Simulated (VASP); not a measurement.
# NbB2 (P6/mmm) in VASP: notebook

One crystal, NbB2, is run at these levels: LDA; tasks: single point.

All numbers are computed with VASP 6.6.1; they aren't measurements. Logs are shortened: lines on timing, memory, paths and dates and some standing lists are left out, and cuts for length are marked.

## 1. Starting point

Symmetry: P6/mmm, No. 191, hexagonal system. The conventional cell has a = 3.072 Å, b = 3.072 Å, c = 3.281 Å, α = 90.00°, β = 90.00°, γ = 120.00°. Nb (site symmetry 6/mmm) has 12 B at 2.42 Å as nearest neighbours. B (site symmetry -6m2) has 3 B at 1.77 Å as nearest neighbours.

## 2. Single point, LDA

INCAR

```
SYSTEM = NbB2
  PREC = Accurate
  ENCUT = 520
  EDIFF = 1E-7
  ISMEAR = 0
  SIGMA = 0.15
  LREAL = .False.
  LASPH = .True.
  NELM = 100
  ALGO = Fast
  ISIF = 2
  LWAVE = .False.
  LCHARG = .False.
  GGA = CA
  NBANDS = 16
```

KPOINTS

```
regular mesh
0
Gamma
  18 18 14
  0 0 0
```

POSCAR

```
NbB2
1.0
    3.0719809748      0.0000000000      0.0000000000
   -1.5359904874      2.6604135641      0.0000000000
    0.0000000000      0.0000000000      3.2813216790
Nb B
1 2
Direct
    0.0000000000      0.0000000000      0.0000000000
    0.3333333333      0.6666666667      0.5000000000
    0.6666666667      0.3333333333      0.5000000000
```

Potentials or basis: VASP PAW LDA potentials, release 64 (Nb_sv, B).

Command:

```
> cat potpaw_LDA.64/Nb_sv/POTCAR potpaw_LDA.64/B/POTCAR > POTCAR
> mpirun -np 1 vasp_std > vasp.out
```

OUTCAR:

```text
SYSTEM = NbB2
   PREC = Accurate
   ENCUT = 520
   EDIFF = 1E-7
   ISMEAR = 0
   LREAL = .False.
   LASPH = .True.
   NELM = 100
   ISIF = 2
   GGA = CA

 ion  position               nearest neighbor table
   1  0.000  0.000  0.000-   2 2.42   3 2.42   2 2.42   3 2.42   2 2.42   2 2.42   3 2.42   3 2.42
                             3 2.42   3 2.42   2 2.42   2 2.42
   2  0.333  0.667  0.500-   3 1.77   3 1.77   3 1.77   1 2.42   1 2.42   1 2.42   1 2.42   1 2.42
                             1 2.42
   3  0.667  0.333  0.500-   2 1.77   2 1.77   2 1.77   1 2.42   1 2.42   1 2.42   1 2.42   1 2.42
                             1 2.42

  LATTYP: Found a hexagonal cell.
 ALAT       =     3.0719809748
 C/A-ratio  =     1.0681451825

  Lattice vectors:

 A1 = (   3.0719809748,   0.0000000000,   0.0000000000)
 A2 = (  -1.5359904874,   2.6604135641,   0.0000000000)
 A3 = (   0.0000000000,   0.0000000000,   3.2813216790)

Analysis of symmetry for initial positions (statically):
=====================================================================
 Subroutine PRICEL returns:
 Original cell was already a primitive cell.

 Routine SETGRP: Setting up the symmetry group for a
 hexagonal supercell.

 Subroutine GETGRP returns: Found 24 space group operations
 (whereof 24 operations were pure point group operations)
 out of a pool of 24 trial point group operations.

The static configuration has the point symmetry D_6h.

Analysis of symmetry for dynamics (positions and initial velocities):
=====================================================================
 Subroutine PRICEL returns:
 Original cell was already a primitive cell.

 Routine SETGRP: Setting up the symmetry group for a
 hexagonal supercell.

 Subroutine GETGRP returns: Found 24 space group operations
 (whereof 24 operations were pure point group operations)
 out of a pool of 24 trial point group operations.

The dynamic configuration has the point symmetry D_6h.

 Subroutine INISYM returns: Found 24 space group operations
 (whereof 24 operations are pure point group operations),
 and found     1 'primitive' translations

----------------------------------------------------------------------------------------

                                     Primitive cell

  volume of cell :      26.8174

  direct lattice vectors                    reciprocal lattice vectors
     3.071980975  0.000000000  0.000000000     0.325522849  0.187940705  0.000000000
    -1.535990487  2.660413564  0.000000000     0.000000000  0.375881409  0.000000000
     0.000000000  0.000000000  3.281321679     0.000000000  0.000000000  0.304755247

  length of vectors
     3.071980975  3.071980975  3.281321679     0.375881409  0.375881409  0.304755247

  position of ions in fractional coordinates (direct lattice)
     0.000000000  0.000000000  0.000000000
     0.333333333  0.666666667  0.500000000
     0.666666667  0.333333333  0.500000000

  ion indices of the primitive-cell ions
   primitive index   ion index
                 1           1
                 2           2
                 3           3

----------------------------------------------------------------------------------------

 KPOINTS: regular mesh

Automatic generation of k-mesh.
 Grid dimensions read from file:
 generate k-points for:   18   18   14

 Generating k-lattice:

  Cartesian coordinates                     Fractional coordinates (reciprocal lattice)
     0.018084603  0.010441150  0.000000000     0.055555556 -0.000000000  0.000000000
     0.000000000  0.020882301  0.000000000     0.000000000  0.055555556  0.000000000
     0.000000000  0.000000000  0.021768232     0.000000000  0.000000000  0.071428571

  Length of vectors
     0.020882301  0.020882301  0.021768232

  Shift w.r.t. Gamma in fractional coordinates (k-lattice)
     0.000000000  0.000000000  0.000000000

 Subroutine IBZKPT returns following result:
 ===========================================

 Found    296 irreducible k-points:

 Following reciprocal coordinates:
            Coordinates               Weight
  0.000000  0.000000  0.000000      1.000000
  0.055556  0.000000  0.000000      6.000000
  0.111111  0.000000  0.000000      6.000000
  0.166667  0.000000  0.000000      6.000000
  0.222222  0.000000  0.000000      6.000000
  0.277778  0.000000  0.000000      6.000000
[... 16 lines left out ...]
  0.333333  0.111111  0.000000     12.000000
  0.388889  0.111111  0.000000     12.000000
 [... further k-points ...]
   k-points           NKPTS =    296   k-points in BZ     NKDIM =    296   number of bands    NBANDS=     16
   number of dos      NEDOS =    301   number of ions     NIONS =      3
   total plane-waves  NPLWV =  13824
   dimension x,y,z NGX =    24 NGY =   24 NGZ =   24
   dimension x,y,z NGXF=    48 NGYF=   48 NGZF=   48
   ions per type =               1   2
   NGX,Y,Z   is equivalent  to a cutoff of  12.99, 12.99, 12.16 a.u.
   NGXF,Y,Z  is equivalent  to a cutoff of  25.98, 25.98, 24.32 a.u.
 SYSTEM =  NbB2
   PREC   = accura    normal or accurate (medium, high low for compatibility)
   ISTART =      0    job   : 0-new  1-cont  2-samecut
   ICHARG =      2    charge: 1-file 2-atom 10-const
   ISPIN  =      1    spin polarized calculation?
   LNONCOLLINEAR =      F non collinear calculations
   LSORBIT =      F    spin-orbit coupling
   LASPH  =      T    aspherical Exc in radial PAW
   ENCUT  =  520.0 eV  38.22 Ry    6.18 a.u.   5.71  5.71  6.10*2*pi/ulx,y,z
   NELM   =    100;   NELMIN=  2; NELMDL= -5     # of ELM steps
   EDIFF  = 0.1E-06   stopping-criterion for ELM
   LREAL  =      F    real-space projection
[... 7 lines left out ...]
   TEBEG  =    0.0;   TEEND  =   0.0 temperature during run
   PSTRESS=    0.0 pullay stress
   NELECT =      19.0000    total number of electrons
   NUPDOWN=      -1.0000    fix difference up-down
   EMIN   =  10.00;   EMAX   =-10.00  energy-range for DOS
   EFERMI =   0.00;   METHOD = LEGACY
   ISMEAR =     0;   SIGMA  =   0.15  broadening in eV -4-tet -1-fermi 0-gaus
   EFERMI_NEDOS =   21; number of points for ismear=-14 and -15
   IALGO  =     68    algorithm
   IMIX   =      4    mixing-type and parameters
     AMIX     =   0.40;   BMIX     =  1.00
     AMIX_MAG =   1.60;   BMIX_MAG =  1.00
  volume/ion in A,a.u.               =       8.94        60.32
  Fermi-wavevector in a.u.,A,eV,Ry     =   1.459443  2.757948 28.980063  2.129975
  Thomas-Fermi vector in A             =   2.576010
   LORBIT       =      0    0 simple, 1 ext, 2 COOP (PROOUT), +10 PAW based schemes
   GGA     = CA    functional components
   LHFCALC =     F    Hartree Fock is set to
   AEXX    =    0.0000 exact exchange contribution
   IVDW    =     0    specifies the selected vdW correction
   LEPSILON=     F    determine dielectric tensor
   LRPA    =     F    only Hartree local field effects (RPA)
 non-spin polarized calculation
 RMM-DIIS sequential band-by-band and
 Gauss-broadening in eV      SIGMA  =   0.15
  energy-cutoff  :      520.00
  volume of cell :       26.82
 maximum number of plane-waves:       738
 NGX is ok and might be reduce to    24
   NGX = 11   NGY = 11   NGZ = 13

 number of electron      19.0000000 magnetization

 Free energy of the ion-electron system (eV)
  ---------------------------------------------------
  ext. energy  EPLUGINS =         0.00000000
  ---------------------------------------------------
  free energy    TOTEN  =       -28.55731927 eV

  energy without entropy =      -28.54479617  energy(sigma->0) =      -28.55105772

 E-fermi :  12.9488     XC(G=0): -13.3699

 val. band max:       12.9457436282   @ k =   0.2222   0.0000   0.4286
 cond. band min:      12.9494873233   @ k =   0.4444   0.0556   0.0714
 fundamental gap:      0.0037436951
 Fermi energy:        12.9487769890

 k-point     1 :       0.0000    0.0000    0.0000
  band No.  band energies     occupation
      1     -42.4844      2.00000
      2     -18.8470      2.00000
      3     -18.3592      2.00000
      4     -18.3592      2.00000
      5      -1.3983      2.00000
      6       8.4864      2.00000
[... 8 lines left out ...]
     15      17.2873      0.00000
     16      17.5283      0.00000

 k-point     2 :       0.0556    0.0000    0.0000
  band No.  band energies     occupation
      1     -42.4813      2.00000
      2     -18.8427      2.00000
      3     -18.3858      2.00000
      4     -18.3651      2.00000
      5      -1.3331      2.00000
      6       8.3249      2.00000
[... 8 lines left out ...]
     15      17.7934      0.00000
     16      17.8301      0.00000

 k-point     3 :       0.1111    0.0000    0.0000
  band No.  band energies     occupation
      1     -42.4725      2.00000
      2     -18.8302      2.00000
      3     -18.4618      2.00000
      4     -18.3822      2.00000
      5      -1.1411      2.00000
      6       7.8884      2.00000
[... 8 lines left out ...]
     15      18.4586      0.00000
     16      18.8342      0.00000

 k-point     4 :       0.1667    0.0000    0.0000
  band No.  band energies     occupation
      1     -42.4589      2.00000
      2     -18.8109      2.00000
      3     -18.5765      2.00000
      4     -18.4081      2.00000
      5      -0.8318      2.00000
      6       7.2760      2.00000
[... 8 lines left out ...]
     15      19.3322      0.00000
     16      19.4796      0.00000
[... 324 lines left out ...]
 k-point    22 :       0.2778    0.1111    0.0000
  band No.  band energies     occupation
      1     -42.4029      2.00000
      2     -18.9869      2.00000
      3     -18.7315      2.00000
      4     -18.5548      2.00000
      5       0.8199      2.00000
      6       5.1317      2.00000
[... 8 lines left out ...]
     15      19.8600      0.00000
     16      22.3896      0.00000

 k-point    23 :       0.3333    0.1111    0.0000
  band No.  band energies     occupation
      1     -42.3899      2.00000
      2     -19.0785      2.00000
      3     -18.7131      2.00000
      4     -18.5875      2.00000
      5       1.4430      2.00000
      6       4.4238      2.00000
[... 8 lines left out ...]
     15      20.7391      0.00000
     16      21.9450      0.00000

 k-point    24 :       0.3889    0.1111    0.0000
  band No.  band energies     occupation
      1     -42.3814      2.00000
      2     -19.1377      2.00000
      3     -18.7010      2.00000
      4     -18.6087      2.00000
      5       2.0861      2.00000
      6       3.7283      2.00000
[... 8 lines left out ...]
     15      21.4289      0.00000
     16      21.4618      0.00000

 [... further k-points ...]
[... 5 lines left out ...]
  --------------------------------------------------------------------------------------
  -------------------------------------------------------------------------------------
  Total        0.0691916      0.0691916     -0.1091459      0.0000000     -0.0000000      0.0000000
  in kB        4.1337838      4.1337838     -6.5208089      0.0000000     -0.0000000      0.0000000
  external PRESSURE =       0.5822529 kB  Pullay stress =       0.0000000 kB

 VOLUME and BASIS-vectors are now :
 -----------------------------------------------------------------------------
  energy-cutoff  :      520.00
  volume of cell :       26.82
      direct lattice vectors                 reciprocal lattice vectors
     3.071980975  0.000000000  0.000000000     0.325522849  0.187940705  0.000000000
    -1.535990487  2.660413564  0.000000000     0.000000000  0.375881409  0.000000000
     0.000000000  0.000000000  3.281321679     0.000000000  0.000000000  0.304755247

 POSITION                                       TOTAL-FORCE (eV/Angst)
 -----------------------------------------------------------------------------------
      0.00000      0.00000      0.00000        -0.000000      0.000000     -0.000000
     -0.00000      1.77361      1.64066        -0.000000      0.000000     -0.000000
      1.53599      0.88680      1.64066         0.000000      0.000000      0.000000
 -----------------------------------------------------------------------------------
    total drift:                               -0.000000      0.000000      0.000000

  FREE ENERGIE OF THE ION-ELECTRON SYSTEM (eV)
  ---------------------------------------------------
  free  energy   TOTEN  =       -28.5573192672 eV

  energy  without entropy=      -28.5447961721  energy(sigma->0) =      -28.55105772
```

It took 3.1 min on 1 thread of Intel Xeon Platinum 8259CL at 2.50GHz (Skylake/Cascade Lake), shared host; peak memory 0.23 GiB.

Results:

```yaml
Free_energy: -28.5573 eV
Pressure: 0.1 GPa
Band_gap_on_the_k_mesh: none (metal or under the smearing width)
```

## 3. Single point, LDA

INCAR

```
PREC = Accurate
ENCUT = 520
EDIFF = 1E-7
ISMEAR = 0
SIGMA = 0.1
LREAL = F
LASPH = T
NELM = 100
ALGO = Normal
ISIF = 2
LWAVE = F
LCHARG = F
GGA = CA
NBANDS = 16
```

KPOINTS

```
Automatic mesh
0
Gamma
  15 15 14
```

POSCAR is that of step 2.

Potentials or basis: VASP PAW LDA potentials, release 64 (Nb_sv, B).

Command:

```
> cat potpaw_LDA.64/Nb_sv/POTCAR potpaw_LDA.64/B/POTCAR > POTCAR
> mpirun -np 1 vasp_std > vasp.out
```

Run time: 47 s. Hardware: 1 thread of Intel Xeon Platinum 8259CL at 2.50GHz (Skylake/Cascade Lake), shared host; peak memory 0.2 GiB.

It converged, with:

```
Free energy            : -28.5554 eV
Pressure               : 0.0 GPa
Band gap on the k mesh : none (metal or under the smearing width)
```

Stress tensor (GPa, compression positive):
```
 0.08  0.00  0.00
 0.00  0.08  0.00
 0.00  0.00 -0.08
```

Levels at points of the mesh, in eV from the Fermi level:
| k point | band 5 | band 6 | band 7 | band 8 | band 9 | band 10 | band 11 | band 12 | band 13 | band 14 |
| --- | --- | --- | --- | --- | --- | --- | --- | --- | --- | --- |
| (0.00, 0.00, 0.00) | -14.34 | -4.46 | -4.46 | -4.42 | -3.16 | 1.30 | 1.30 | 3.20 | 3.20 | 4.35 |
| (0.00, 0.00, 0.50) | -11.87 | -8.71 | -2.05 | -2.05 | -1.84 | -1.84 | -1.23 | -1.23 | 0.67 | 4.25 |
